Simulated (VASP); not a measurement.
Here is the system:

```
Pt
1.0
    0.00000     1.94675     1.94675
    1.94675     0.00000     1.94675
    1.94675     1.94675     0.00000
Pt
1
Cartesian
  0.00000   0.00000   0.00000
```

Calculation: r2SCAN+rVV10, VASP's PBE PAW potentials (set 64) (plane waves; VASP). Numerical set-up: 520 eV cut-off, 16×16×16 Γ-centred mesh, first-order Methfessel-Paxton smearing of 0.10 eV, potentials Pt.

**Question.** Give the stress tensor in GPa (positive for a compressed cell).

**Answer.** 
```
9.43  0.00  0.00
0.00  9.43  0.00
0.00  0.00  9.43
```
The pressure is its mean diagonal, 9.43 GPa.

The compound is Pt in the fcc structure. This cell is one point of a volume scan, at 0.97 of the reference volume.
